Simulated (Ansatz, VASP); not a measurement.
# Cross-check of AgAu2 (Au-Ag-Au stack, (111) layers) between VASP and Ansatz, part 2 of 2

Wanted: the spread between two codes on one cell, functional and k mesh. The cell is taken from a series of runs on this material, whose earlier steps may have relaxed, scaled, displaced or heated it; both programs get it as it stands.

VASP 6.6.1 and Ansatz 0.2.0.

So far: Starting point; VASP: zone-centre phonons, LDA.

## (3) Ansatz: zone-centre phonons, LDA

Level of this step: Ansatz beside VASP: Kohn-Sham DFT, plane waves, LDA (Ansatz).

Ansatz runs on its PAW soft_1 files.

The same cell, functional (in two slightly different forms), mesh and smearing now go to Ansatz, which takes its cutoff from its data sets.

File input.yaml:

```yaml
crystal:
  lattice:
    - [2.7529523431, -2.7479e-06, 0.0]
    - [-1.3764737918, 2.3841280385, 0.0]
    - [0.0, 0.0, 33.2454533171]
  atoms:
    - { symbol: Au, position: [0.0, 0.0, 0.1638489798] }
    - { symbol: Ag, position: [0.3333333333, 0.6666666667, 0.2364643648] }
    - { symbol: Au, position: [0.6666666667, 0.3333333333, 0.3090797497] }
  periodic: [true, true, false]
kpoints:
  mp_grid: { grid: [9, 9, 1] }
hamiltonian:
  xc: lda
  pseudopotentials: { kind: paw, azcp: { folder: soft_1 }, xc_functional: pbe }
scf:
  occupations: { method: methfessel_paxton, width: 0.2 }
output:
  eigenvalues: true
phonons:
  method: dfpt
  qmesh: [3, 3, 1]
  temperatures: { t_max: 1000, t_step: 50 }
  qpath:
    path:
      - [0.0, 0.0, 0.0]
      - [0.5, 0.0, 0.0]
      - [0.33333333, 0.33333333, 0.0]
      - [0.0, 0.0, 0.0]
    npoints: 10
  electrical_resistivity:
    mesh: [18, 18, 1]
    temperatures: [20.0, 50.0, 77.0, 100.0, 150.0, 200.0, 300.0, 400.0, 600.0, 800.0]
```

Started as:

```
> ansatz run input.yaml --threads 8 --pin off --max-ram 20480MiB --backend cpu --events-out ev --progress --plain --runs-dir out
```

Numbers of over 12 decimals in the logs are rounded to 6 here.

The program printed:

```text
Warning: crystal.symmetry: narrowed to the stabiliser of the run's FFT grids — unitary ops 12 → 6. A phonons.method: dfpt run fills in the rows of the dynamical matrix that it does not solve by its symmetry operations, which is exact only for operations that map its FFT grids onto themselves: filled in by any other, the frequencies could depend on the order in which like atoms are typed, or, by more than the grids' own error, on where the crystal sits among the grids' points. Excluded: 6 operations. The run can therefore solve more perturbations, solve them on more k-points, or both, and cost more. [rest of the remark cut]
Engine: ansatz 0.2.0, aarch64-unknown-linux-gnu
Pseudopotentials: kind: paw
Pseudopotential: Au, paw, valence charge 19, recommended cutoff 420 eV (normal), soft_1/Au.paw.azcp
Pseudopotential: Ag, paw, valence charge 19, recommended cutoff 420 eV (normal), soft_1/Ag.paw.azcp
Functional definition: SPW92
  exchange = slater_x
  correlation = pw_c
Crystal: 3 atoms, lattice volume = 218.203 Å³
Basis set: ecut = 420 eV, 4269 PW (Γ), exchange–correlation on 40×40×450 points (8 copies of the dense FFT grid, shifted against one another)
Bands: 35, of which v1, the nominal top of the filled ones, is band 29 counted from 1 (28 counted from 0)
Symmetry: 12 space group operations
k-points: 12 of 81 (irreducible under 6 space group operations, time reversal used)
Non-local potential: Au, projectors of the file, l = 0: 3, l = 1: 2, l = 2: 2, l = 3: 1
Non-local potential: Ag, projectors of the file, l = 0: 3, l = 1: 2, l = 2: 2, l = 3: 1
PAW form: soft (Blöchl's): semilocal exchange-correlation on the pseudo side does not see the compensation charge
PAW frozen core: Au, regenerated for the run's functional, and the local potential with it (the file was generated under x = pbe(κ = 0.804, μ = 0.219515), c = pbe(β = 0.066725))
PAW frozen core: Ag, regenerated for the run's functional, and the local potential with it (the file was generated under x = pbe(κ = 0.804, μ = 0.219515), c = pbe(β = 0.066725))
PAW one-centre angular grid: Au, 590 points (default); XC on 64 Gauss nodes
PAW one-centre angular grid: Ag, 590 points (default); XC on 64 Gauss nodes
Initial density: superposition of atomic densities (neutral atoms: chi_scale 0, normalization atom)
Initial wavefunctions: pseudopotential atomic-orbital guess
Functional: x = slater, c = lda
SCF iter   1: F=—  HF=-33191.303342 eV  |F-HF|=—  |Δ(HF+E_count)|=         —  Δρ=3.98e-2  dr2=3.74e0  ethr=3.10e-3  ⟨swp⟩=16.4  Hψ=3326  notcnv=0
preconditioner: auto → LDOS  [insulator: Δε(μ)=0.201 eV  Ē_g=9.281 eV  σ=0.200 eV  W_gap=0.60  n_scr=22 (ndim 8)  ℏωp=14.4 eV  f_vac=0.739  D(μ)=1.18/eV (n_scr^D=10)  ε∞_Penn≈3.4  β→1.0]
SCF iter   2: F=—  HF=-33191.673758 eV  |F-HF|=—  |Δ(HF+E_count)|=   3.70e-1  S|Δr|=    0.00e0  Δρ=4.72e-2  dr2=4.56e0  ethr=3.10e-3  ⟨swp⟩=4.1  Hψ=1231  notcnv=0  defer=15
[...]
° read free of the cell's end (the report's vacuum.weakly_bound_levels)
--- Phonons (Γ-DFPT): 6 representative perturbations + reference (Σ response iterations 28) ---
  ASR residual: 7.535e-5 → 0.000e0 eV/Å²; symmetrization residual: 2.514e-7 eV/Å²
  The last average, over the group as it would stand without the narrowing to the FFT grids, took up to 7.186e-8 eV/Å² of the zone centre's force constants
  ASR residual per site (eV/Å²): 7.52e-5 2.87e-5 7.54e-5
  Γ frequencies (cm⁻¹): 0.00 0.00 0.00 23.21 23.21 52.64 52.64 67.83 143.71
--- Phonons (arbitrary-q DFPT): 3 irreducible q on the 3×3×1 mesh ---
  q = [0.0000, 0.0000, 0.0000] (star 1, of the zone-centre solve; hermiticity 7.82e-8, symmetrization 1.47e-8, taken by the last average 1.12e-8): -0.00 -0.00 0.00 23.21 23.21 52.64 52.64 67.83 143.71
  q = [0.0000, 0.3333, 0.0000] (star 6, 9 solved perturbations in 621 linear systems a pass and spin channel, the states on 81 of 81 k-point pairs; hermiticity 2.01e-8, symmetrization 5.60e-9, taken by the last average 4.04e-9): 36.71 60.63 72.55 75.36 102.43 108.29 149.89 157.25 182.09
  q = [0.3333, 0.3333, 0.0000] (star 2, 6 solved perturbations in 300 linear systems a pass and spin channel, the states on 81 of 81 k-point pairs; hermiticity 2.36e-8, symmetrization 1.02e-8, taken by the last average 4.91e-9): 62.71 62.71 95.47 123.69 130.01 130.01 143.78 174.91 174.91
  sum rule: each row above includes the acoustic sum rule's correction from the zone centre's row sums; it moved no ω² by more than (0.32 cm⁻¹)²
  mesh force constants: q→R imaginary residual 0.00e0; ASR residual 7.535e-5 → 0.000e0 eV/Å²; symmetrization residual 8.882e-15 eV/Å²
  interpolated dispersion: 31 rows × 9 modes
  density of states and harmonic sums: on the 27×27×1 q-mesh, interpolated from the force constants of a 3×3×1 supercell (no non-analytic term)
  largest difference from the sums on the solved wave vectors: F 8.31e-2 eV, S 1.11e-4 and C_V 2.84e-5 eV/K
  zero-point energy: 0.057575 eV/cell   skipped modes (ω ≤ 0): 3   left out of the sums: 4.57e-4 of the cell's modes: C_V's classical limit lies that fraction below 3 k_B per atom; for a crystal, a wire or a layer, F and S can be off by more, and a phonons.interpolated_qmesh denser along its periods is the remedy for the sampling
--- Electrical resistivity: potentials and phonons of a 3×3×1 supercell ---
[...]
at the Fermi level of each mesh (of a tensor half of its trace):
           mesh   spin    states/(eV spin)  plasma energy (eV)         λ      λ_tr    ħω_log (meV)
        18×18×1                     0.4765              4.5871    0.3041    0.2060           4.553
          9×9×1                     0.4839              4.6897    0.3277    0.1997           4.003
  resistivity on the deck's mesh, µΩ·cm:
     T (K)       trace/2  mesh converged            xx            yy            zz    lowest order   relaxation time
     20.00     1.4522e-1              no     1.4522e-1     1.4522e-1      0.0000e0       3.0712e-1         2.5727e-1
     50.00      1.0344e0              no      1.0344e0      1.0344e0      0.0000e0        1.4673e0          1.6952e0
     77.00      1.9813e0              no      1.9813e0      1.9813e0      0.0000e0        2.6225e0          3.1753e0
    100.00      2.7780e0              no      2.7780e0      2.7780e0      0.0000e0        3.5934e0          4.4143e0
    150.00      4.4518e0              no      4.4518e0      4.4518e0      0.0000e0        5.6515e0          7.0176e0
    200.00      6.0748e0              no      6.0748e0      6.0748e0      0.0000e0        7.6657e0          9.5467e0
    300.00      9.2481e0              no      9.2481e0      9.2481e0      0.0000e0        1.1634e1          1.4501e1
    400.00      1.2365e1              no      1.2365e1      1.2365e1      0.0000e0        1.5567e1          1.9380e1
    600.00      1.8502e1              no      1.8502e1      1.8502e1      0.0000e0        2.3419e1          2.8999e1
    800.00      2.4558e1              no      2.4558e1      2.4558e1      0.0000e0        3.1314e1          3.8497e1
  sheet resistance at 20 K: 0.4368 Ω
  mean free path at 20 K (of a tensor half of its trace): 2420 nm by what each carries, 1923 by the Fermi surface alone
  Hall coefficient in a weak field at 20 K (along the normal): -2.332e-10 m³/C (as a tensor it moves by 22.4 % between the two finest meshes); by each state's relaxation time: (none: it, or that of a finer mesh, parts from a neighbouring mesh's by over half of the finer one's); by a constant relaxation time: -5.115e-10 m³/C
  sheet resistance at 50 K: 3.112 Ω
  mean free path at 50 K (of a tensor half of its trace): 293 nm by what each carries, 270 by the Fermi surface alone
  Hall coefficient in a weak field at 50 K (along the normal): -3.281e-10 m³/C (as a tensor it moves by 5.5 % between the two finest meshes); by each state's relaxation time: -1.714e-10 m³/C; by a constant relaxation time: -4.949e-10 m³/C
  sheet resistance at 77 K: 5.960 Ω
  mean free path at 77 K (of a tensor half of its trace): 150 nm by what each carries, 141 by the Fermi surface alone
  Hall coefficient in a weak field at 77 K (along the normal): -3.245e-10 m³/C (as a tensor it moves by 8.6 % between the two finest meshes); by each state's relaxation time: -1.930e-10 m³/C; by a constant relaxation time: -4.877e-10 m³/C
  sheet resistance at 100 K: 8.356 Ω
  mean free path at 100 K (of a tensor half of its trace): 106 nm by what each carries, 101 by the Fermi surface alone
  Hall coefficient in a weak field at 100 K (along the normal): -3.217e-10 m³/C (as a tensor it moves by 9.6 % between the two finest meshes); by each state's relaxation time: -2.000e-10 m³/C; by a constant relaxation time: -4.842e-10 m³/C
  sheet resistance at 150 K: 13.39 Ω
  mean free path at 150 K (of a tensor half of its trace): 65.7 nm by what each carries, 62.7 by the Fermi surface alone
  Hall coefficient in a weak field at 150 K (along the normal): -3.180e-10 m³/C (as a tensor it moves by 9.9 % between the two finest meshes); by each state's relaxation time: -2.042e-10 m³/C; by a constant relaxation time: -4.788e-10 m³/C
  sheet resistance at 200 K: 18.27 Ω
  mean free path at 200 K (of a tensor half of its trace): 48.1 nm by what each carries, 46.0 by the Fermi surface alone
  Hall coefficient in a weak field at 200 K (along the normal): -3.154e-10 m³/C (as a tensor it moves by 9.6 % between the two finest meshes); by each state's relaxation time: -2.037e-10 m³/C; by a constant relaxation time: -4.744e-10 m³/C
  sheet resistance at 300 K: 27.82 Ω
  mean free path at 300 K (of a tensor half of its trace): 31.7 nm by what each carries, 30.2 by the Fermi surface alone
  Hall coefficient in a weak field at 300 K (along the normal): -3.114e-10 m³/C (as a tensor it moves by 8.4 % between the two finest meshes); by each state's relaxation time: -2.004e-10 m³/C; by a constant relaxation time: -4.677e-10 m³/C
  sheet resistance at 400 K: 37.19 Ω
  mean free path at 400 K (of a tensor half of its trace): 23.8 nm by what each carries, 22.6 by the Fermi surface alone
  Hall coefficient in a weak field at 400 K (along the normal): -3.081e-10 m³/C (as a tensor it moves by 7.2 % between the two finest meshes); by each state's relaxation time: -1.973e-10 m³/C; by a constant relaxation time: -4.629e-10 m³/C
  sheet resistance at 600 K: 55.65 Ω
  mean free path at 600 K (of a tensor half of its trace): 16.1 nm by what each carries, 15.1 by the Fermi surface alone
  Hall coefficient in a weak field at 600 K (along the normal): -3.030e-10 m³/C (as a tensor it moves by 4.4 % between the two finest meshes); by each state's relaxation time: -1.925e-10 m³/C; by a constant relaxation time: -4.558e-10 m³/C
  sheet resistance at 800 K: 73.87 Ω
  mean free path at 800 K (of a tensor half of its trace): 12.3 nm by what each carries, 11.4 by the Fermi surface alone
  Hall coefficient in a weak field at 800 K (along the normal): -2.990e-10 m³/C (as a tensor it moves by 1.9 % between the two finest meshes); by each state's relaxation time: -1.889e-10 m³/C; by a constant relaxation time: -4.499e-10 m³/C
  the resistivity times a path that all electrons share, by the Fermi surface of the deck's mesh alone (half of the trace): 2.793e-15 Ω·m²
  not converged in the mesh (λ; λ_tr; the resistivity at 20 K by 14.00 %; the resistivity at 50 K by 14.03 %; the resistivity at 77 K by 12.74 %; the resistivity at 100 K by 12.22 %; the resistivity at 150 K by 11.68 %; the resistivity at 200 K by 11.37 %; the resistivity at 300 K by 10.77 %; the resistivity at 400 K by 10.04 %; the resistivity at 600 K by 8.17 %; the resistivity at 800 K by 6.33 %): between neighbou [...]
  vibrations of 9 cells: unjudged by the run; compare a larger repeat
  the changes of the potential over all sites missed a rigid shift's by 0.57 % (the site terms' by 0.03 %)
```

## (4) Differences

Known differences besides the potentials themselves: Ansatz cuts the interaction across the vacuum, VASP repeats the sheet without a dipole correction; VASP's run holds the zone centre alone; the data sets hold 57 valence electrons in Ansatz (on its PAW soft_1 files) and 33 in VASP; the cutoff is 420 eV in Ansatz and 500 eV in VASP; VASP's log shows a relativistic correction to its local exchange, Ansatz's none. Total energies have different zeros and are not compared.

Compared:

```csv
quantity,Ansatz,VASP,difference
optical mode 1 to 2 (cm⁻¹),23.2,24.0,-0.8
optical mode 3 to 4 (cm⁻¹),52.6,53.0,-0.59 %
optical mode 5 (cm⁻¹),67.8,68.1,-0.44 %
optical mode 6 (cm⁻¹),143.7,144.0,-0.20 %
```

Modes are paired by rising frequency, not by their patterns, so a pair may set unlike modes beside each other; they are those without the splitting of longitudinal modes. Where the cell holds vacuum, a pressure given here is an average over it and none of the material.

## (5) Results

```yaml
r_m_s_difference_of_the_optical_zone_centre_modes_each_program_s_sorted_by_frequency_zone_centre_phonons_lda: 0.52 cm⁻¹
difference_in_optical_mode_3_to_4_zone_centre_phonons_lda: -0.6 %
```

What this shows: The r.m.s. difference of the optical zone-centre modes, each program's sorted by frequency is 0.52 cm⁻¹ (zone-centre phonons, LDA). The data sets hold unlike numbers of valence electrons (57 in Ansatz and 33 in VASP), so part of the differences may come from the potentials. Among the rows given in per cent, the largest difference of the zone-centre phonons, LDA pair is in optical mode 3 to 4, -0.6 %. Such differences can come from data sets, numerical settings and the points named under the comparisons, not from the functional's error against experiment.

[Lines on the potential files, build, host, timing and source positions are cut from VASP's logs without a mark.]

[Logs are printed without paths, hosts, clocks, repeated set-up lines and the standing remarks that a program may print on its own settings, such as how far it seeks lower states.]

[Hosts, paths, dates, database ids (printed as entryN), source tags and the programs' standing remarks are cut or masked in the printed files.]
